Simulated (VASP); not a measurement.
# A VASP study of SiMo3 (r2SCAN + rVV10): structure first, properties next, part 5 of 8

Wanted: the relaxed cell of SiMo3 and its properties. The start is a cell from a database of measured crystal structures.

VASP 6.6.1; r2SCAN with rVV10; plane waves and PAW (Si, Mo_sv).

So far. Step 4 (Band structure (r2SCAN + rVV10)): There is no gap at this level. Step 5 (Density of states (r2SCAN + rVV10)): The finer mesh and the other smearing move the Fermi level by +0.00 eV from the 6×6×6 run, a small shift, which tests the Fermi level alone. Of the states within 0.3 eV of the Fermi level, the largest shares in the PAW spheres are Mo d 75 %. The rest lies in smaller channels or between the spheres. The relaxed cell has a = 4.879 Å (conventional setting).

**6. Vibrations at Γ (r2SCAN + rVV10)**

Zone-centre modes test whether the atoms sit at a minimum within this cell. IBRION = 6 takes the force constants from differences of forces between displaced cells, so the forces must be tight.

INCAR

```
SYSTEM = SiMo3
PREC = Accurate
ENCUT = 400
EDIFF = 1E-08
NELM = 100
ISMEAR = 1
SIGMA = 0.2
LREAL = .FALSE.
ALGO = Normal
METAGGA = R2SCAN
LUSE_VDW = .TRUE.
IVDW_NL = 2
BPARAM = 11.95
CPARAM = 0.0093
LASPH = .TRUE.
NBANDS = 57
LORBIT = 11
LWAVE = .FALSE.
LCHARG = .FALSE.
KPAR = 4
IBRION = 6
NFREE = 2
POTIM = 0.015
ISIF = 2
NSW = 1
```

POSCAR

```
SiMo3
1.0
    4.8791986956      0.0000000000      0.0000000000
    0.0000000000      4.8791986956      0.0000000000
    0.0000000000      0.0000000000      4.8791986956
Si Mo
2 6
Direct
    0.0000000000      0.0000000000      0.0000000000
    0.5000000000      0.5000000000      0.5000000000
    0.2500000000      0.0000000000      0.5000000000
    0.5000000000      0.7500000000      0.0000000000
    0.7500000000      0.0000000000      0.5000000000
    0.5000000000      0.2500000000      0.0000000000
    0.0000000000      0.5000000000      0.7500000000
    0.0000000000      0.5000000000      0.2500000000
```

KPOINTS

```
Automatic mesh
0
Gamma
6 6 6
0 0 0
```

PAW data sets: Si and Mo_sv (PBE family, release 64).

Command:

```sh
> mpirun -np 4 vasp_std
```

The log of the run:

```text
[... set-up lines as in an earlier step ...]
 entering main loop
       N       E                     dE             d eps       ncg     rms          rms(c)
Total rVV10 correction in eV:      1.5476000    94.7548298
Total rVV10 correction in eV:      1.5476000    94.7548298
Total rVV10 correction in eV:      1.5476000    94.7548298
Total rVV10 correction in eV:      1.5476000    94.7548298
DAV:   1     0.860906966462E+03    0.86091E+03   -0.50203E+04  2352   0.140E+03
DAV:   2    -0.171782845767E+03   -0.10327E+04   -0.10012E+04  2470   0.485E+02
DAV:   3    -0.212887270025E+03   -0.41104E+02   -0.39757E+02  2925   0.879E+01
DAV:   4    -0.213684628316E+03   -0.79736E+00   -0.79172E+00  2703   0.105E+01
DAV:   5    -0.213701059918E+03   -0.16432E-01   -0.16409E-01  2799   0.141E+00    0.524E+01
Total rVV10 correction in eV:      1.4503241    94.7548358
Total rVV10 correction in eV:      1.4503241    94.7548358
Total rVV10 correction in eV:      1.4503241    94.7548358
Total rVV10 correction in eV:      1.4503241    94.7548358
DAV:   6    -0.175064187658E+03    0.38637E+02   -0.23827E+01  2324   0.292E+01    0.856E+00
Total rVV10 correction in eV:      1.4242843    94.7548366
Total rVV10 correction in eV:      1.4242843    94.7548366
Total rVV10 correction in eV:      1.4242843    94.7548366
Total rVV10 correction in eV:      1.4242843    94.7548366
DAV:   7    -0.175142108390E+03   -0.77921E-01   -0.81280E-01  2936   0.395E+00    0.408E+00
Total rVV10 correction in eV:      1.4071677    94.7548367
Total rVV10 correction in eV:      1.4071677    94.7548367
Total rVV10 correction in eV:      1.4071677    94.7548367
Total rVV10 correction in eV:      1.4071677    94.7548367
DAV:   8    -0.175173933682E+03   -0.31825E-01   -0.21606E-01  2600   0.204E+00    0.674E-01
Total rVV10 correction in eV:      1.4061229    94.7548367
Total rVV10 correction in eV:      1.4061229    94.7548367
Total rVV10 correction in eV:      1.4061229    94.7548367
Total rVV10 correction in eV:      1.4061229    94.7548367
DAV:   9    -0.175174981958E+03   -0.10483E-02   -0.76202E-03  2864   0.404E-01    0.522E-01
Total rVV10 correction in eV:      1.4067636    94.7548367
Total rVV10 correction in eV:      1.4067636    94.7548367
Total rVV10 correction in eV:      1.4067636    94.7548367
Total rVV10 correction in eV:      1.4067636    94.7548367
DAV:  10    -0.175174707695E+03    0.27426E-03   -0.38870E-03  2708   0.195E-01    0.272E-01
Total rVV10 correction in eV:      1.4074075    94.7548367
Total rVV10 correction in eV:      1.4074075    94.7548367
Total rVV10 correction in eV:      1.4074075    94.7548367
Total rVV10 correction in eV:      1.4074075    94.7548367
DAV:  11    -0.175175038163E+03   -0.33047E-03   -0.47284E-04  2736   0.128E-01    0.405E-02
Total rVV10 correction in eV:      1.4075392    94.7548367
Total rVV10 correction in eV:      1.4075392    94.7548367
Total rVV10 correction in eV:      1.4075392    94.7548367
Total rVV10 correction in eV:      1.4075392    94.7548367
DAV:  12    -0.175175046704E+03   -0.85409E-05   -0.23335E-05  2750   0.274E-02    0.796E-03
Total rVV10 correction in eV:      1.4075816    94.7548367
Total rVV10 correction in eV:      1.4075816    94.7548367
Total rVV10 correction in eV:      1.4075816    94.7548367
Total rVV10 correction in eV:      1.4075816    94.7548367
DAV:  13    -0.175175044032E+03    0.26722E-05   -0.14149E-06  2872   0.421E-03    0.338E-03
Total rVV10 correction in eV:      1.4075785    94.7548367
Total rVV10 correction in eV:      1.4075785    94.7548367
Total rVV10 correction in eV:      1.4075785    94.7548367
Total rVV10 correction in eV:      1.4075785    94.7548367
DAV:  14    -0.175175044174E+03   -0.14204E-06   -0.20173E-07  2190   0.130E-03    0.806E-04
Total rVV10 correction in eV:      1.4075793    94.7548367
Total rVV10 correction in eV:      1.4075793    94.7548367
Total rVV10 correction in eV:      1.4075793    94.7548367
Total rVV10 correction in eV:      1.4075793    94.7548367
DAV:  15    -0.175175044114E+03    0.59337E-07   -0.24344E-08  2128   0.518E-04    0.113E-04
Total rVV10 correction in eV:      1.4075791    94.7548367
Total rVV10 correction in eV:      1.4075791    94.7548367
Total rVV10 correction in eV:      1.4075791    94.7548367
Total rVV10 correction in eV:      1.4075791    94.7548367
DAV:  16    -0.175175044123E+03   -0.83364E-08   -0.92330E-10  1687   0.129E-04
Total rVV10 correction in eV:      1.4075793    94.7548367
Total rVV10 correction in eV:      1.4075793    94.7548367
Total rVV10 correction in eV:      1.4075793    94.7548367
Total rVV10 correction in eV:      1.4075793    94.7548367
Total rVV10 correction in eV:      1.4075795    94.7548367
Total rVV10 correction in eV:      1.4075795    94.7548367
Total rVV10 correction in eV:      1.4075795    94.7548367
Total rVV10 correction in eV:      1.4075795    94.7548367
   1 F= -.17517504E+03 E0= -.17517387E+03  d E =-.352174E-02
 Found     3 degrees of freedom:
 Finite differences POTIM= 0.01500 DOF=   3
 bond charge predicted
       N       E                     dE             d eps       ncg     rms          rms(c)
Total rVV10 correction in eV:      1.4075851    94.7548367
Total rVV10 correction in eV:      1.4075851    94.7548367
Total rVV10 correction in eV:      1.4075851    94.7548367
Total rVV10 correction in eV:      1.4075851    94.7548367
DAV:   1    -0.175173860136E+03    0.11840E-02   -0.60608E-02  7459   0.665E-01    0.116E-01
Total rVV10 correction in eV:      1.4075857    94.7548367
Total rVV10 correction in eV:      1.4075857    94.7548367
Total rVV10 correction in eV:      1.4075857    94.7548367
Total rVV10 correction in eV:      1.4075857    94.7548367
DAV:   2    -0.175173935981E+03   -0.75845E-04   -0.18355E-03  8896   0.216E-01    0.734E-02
Total rVV10 correction in eV:      1.4075865    94.7548367
Total rVV10 correction in eV:      1.4075865    94.7548367
Total rVV10 correction in eV:      1.4075865    94.7548367
Total rVV10 correction in eV:      1.4075865    94.7548367
DAV:   3    -0.175173904886E+03    0.31096E-04   -0.35310E-04  8950   0.126E-01    0.346E-02
Total rVV10 correction in eV:      1.4075880    94.7548367
Total rVV10 correction in eV:      1.4075880    94.7548367
Total rVV10 correction in eV:      1.4075880    94.7548367
Total rVV10 correction in eV:      1.4075880    94.7548367
DAV:   4    -0.175173892874E+03    0.12012E-04   -0.86038E-05  8763   0.500E-02    0.900E-03
Total rVV10 correction in eV:      1.4075880    94.7548367
Total rVV10 correction in eV:      1.4075880    94.7548367
Total rVV10 correction in eV:      1.4075880    94.7548367
Total rVV10 correction in eV:      1.4075880    94.7548367
DAV:   5    -0.175173894613E+03   -0.17396E-05   -0.61115E-06  8653   0.117E-02    0.529E-03
Total rVV10 correction in eV:      1.4075881    94.7548367
Total rVV10 correction in eV:      1.4075881    94.7548367
Total rVV10 correction in eV:      1.4075881    94.7548367
Total rVV10 correction in eV:      1.4075881    94.7548367
DAV:   6    -0.175173894991E+03   -0.37725E-06   -0.40706E-07  9134   0.354E-03    0.148E-03
Total rVV10 correction in eV:      1.4075882    94.7548367
Total rVV10 correction in eV:      1.4075882    94.7548367
Total rVV10 correction in eV:      1.4075882    94.7548367
Total rVV10 correction in eV:      1.4075882    94.7548367
DAV:   7    -0.175173895011E+03   -0.19872E-07   -0.20488E-07  8757   0.278E-03    0.906E-04
Total rVV10 correction in eV:      1.4075882    94.7548367
Total rVV10 correction in eV:      1.4075882    94.7548367
Total rVV10 correction in eV:      1.4075882    94.7548367
Total rVV10 correction in eV:      1.4075882    94.7548367
DAV:   8    -0.175173895004E+03    0.69795E-08   -0.62430E-08  7669   0.153E-03
Total rVV10 correction in eV:      1.4075882    94.7548367
Total rVV10 correction in eV:      1.4075882    94.7548367
Total rVV10 correction in eV:      1.4075882    94.7548367
Total rVV10 correction in eV:      1.4075882    94.7548367
Total rVV10 correction in eV:      1.4075882    94.7548367
Total rVV10 correction in eV:      1.4075882    94.7548367
Total rVV10 correction in eV:      1.4075882    94.7548367
Total rVV10 correction in eV:      1.4075882    94.7548367
   2 F= -.17517390E+03 E0= -.17517273E+03  d E =-.350998E-02
[...]
3 F= -.17517389E+03 E0= -.17517273E+03  d E =-.350998E-02
[...]
4 F= -.17517322E+03 E0= -.17517214E+03  d E =-.322063E-02
[...]
5 F= -.17517322E+03 E0= -.17517214E+03  d E =-.322070E-02
[...]
6 F= -.17517354E+03 E0= -.17517240E+03  d E =-.341279E-02
 Finite differences progress:
  Degree of freedom:   3/  3
  Displacement:        1/  2
  Total:               5/  6
 bond charge predicted
       N       E                     dE             d eps       ncg     rms          rms(c)
Total rVV10 correction in eV:      1.4076221    94.7548365
Total rVV10 correction in eV:      1.4076221    94.7548365
Total rVV10 correction in eV:      1.4076221    94.7548365
Total rVV10 correction in eV:      1.4076221    94.7548365
DAV:   1    -0.175135326250E+03    0.38211E-01   -0.39585E+00  9121   0.122E+01    0.239E-01
Total rVV10 correction in eV:      1.4075979    94.7548365
Total rVV10 correction in eV:      1.4075979    94.7548365
Total rVV10 correction in eV:      1.4075979    94.7548365
Total rVV10 correction in eV:      1.4075979    94.7548365
DAV:   2    -0.175172994815E+03   -0.37669E-01   -0.14047E-01  9782   0.198E+00    0.139E-01
Total rVV10 correction in eV:      1.4075955    94.7548365
Total rVV10 correction in eV:      1.4075955    94.7548365
Total rVV10 correction in eV:      1.4075955    94.7548365
Total rVV10 correction in eV:      1.4075955    94.7548365
DAV:   3    -0.175173418011E+03   -0.42320E-03   -0.36180E-03 11595   0.334E-01    0.102E-01
Total rVV10 correction in eV:      1.4075921    94.7548365
Total rVV10 correction in eV:      1.4075921    94.7548365
Total rVV10 correction in eV:      1.4075921    94.7548365
Total rVV10 correction in eV:      1.4075921    94.7548365
DAV:   4    -0.175173453875E+03   -0.35865E-04   -0.53189E-04 11371   0.153E-01    0.559E-02
Total rVV10 correction in eV:      1.4075906    94.7548365
Total rVV10 correction in eV:      1.4075906    94.7548365
Total rVV10 correction in eV:      1.4075906    94.7548365
Total rVV10 correction in eV:      1.4075906    94.7548365
DAV:   5    -0.175173528260E+03   -0.74385E-04   -0.14724E-04 10593   0.714E-02    0.186E-02
Total rVV10 correction in eV:      1.4075877    94.7548365
Total rVV10 correction in eV:      1.4075877    94.7548365
Total rVV10 correction in eV:      1.4075877    94.7548365
Total rVV10 correction in eV:      1.4075877    94.7548365
DAV:   6    -0.175173535811E+03   -0.75516E-05   -0.15895E-05 11185   0.231E-02    0.856E-03
Total rVV10 correction in eV:      1.4075874    94.7548365
Total rVV10 correction in eV:      1.4075874    94.7548365
Total rVV10 correction in eV:      1.4075874    94.7548365
Total rVV10 correction in eV:      1.4075874    94.7548365
DAV:   7    -0.175173537057E+03   -0.12454E-05   -0.40200E-06 11640   0.142E-02    0.473E-03
Total rVV10 correction in eV:      1.4075877    94.7548365
Total rVV10 correction in eV:      1.4075877    94.7548365
Total rVV10 correction in eV:      1.4075877    94.7548365
Total rVV10 correction in eV:      1.4075877    94.7548365
DAV:   8    -0.175173537298E+03   -0.24107E-06   -0.11271E-06 11435   0.710E-03    0.148E-03
Total rVV10 correction in eV:      1.4075882    94.7548365
Total rVV10 correction in eV:      1.4075882    94.7548365
Total rVV10 correction in eV:      1.4075882    94.7548365
Total rVV10 correction in eV:      1.4075882    94.7548365
DAV:   9    -0.175173537345E+03   -0.46597E-07   -0.10243E-07 10640   0.176E-03    0.519E-04
Total rVV10 correction in eV:      1.4075881    94.7548365
Total rVV10 correction in eV:      1.4075881    94.7548365
Total rVV10 correction in eV:      1.4075881    94.7548365
Total rVV10 correction in eV:      1.4075881    94.7548365
DAV:  10    -0.175173537348E+03   -0.30614E-08   -0.70644E-09  6619   0.504E-04
Total rVV10 correction in eV:      1.4075878    94.7548365
Total rVV10 correction in eV:      1.4075878    94.7548365
Total rVV10 correction in eV:      1.4075878    94.7548365
Total rVV10 correction in eV:      1.4075878    94.7548365
Total rVV10 correction in eV:      1.4075880    94.7548365
Total rVV10 correction in eV:      1.4075880    94.7548365
Total rVV10 correction in eV:      1.4075880    94.7548365
Total rVV10 correction in eV:      1.4075880    94.7548365
   7 F= -.17517354E+03 E0= -.17517240E+03  d E =-.341282E-02
 Finite differences progress:
  Degree of freedom:   3/  3
  Displacement:        2/  2
  Total:               6/  6
```

Wall time 13 min (4 MPI ranks of Intel Xeon Platinum 8488C (Sapphire Rapids), shared host); peak memory 2.3 GiB; 53 min of CPU time.

(Part 5 of 8 ends here.)

[Lines on the potential files, build, host, timing and source positions are cut from VASP's logs without a mark.]

[Logs are printed without paths, hosts, clocks, repeated set-up lines and the standing remarks that a program may print on its own settings, such as how far it seeks lower states.]

[Hosts, paths, dates, database ids (printed as entryN), source tags and the programs' standing remarks are cut or masked in the printed files.]

[A measured line is paired with the nearest computed mode of its activity, which favours agreement.]
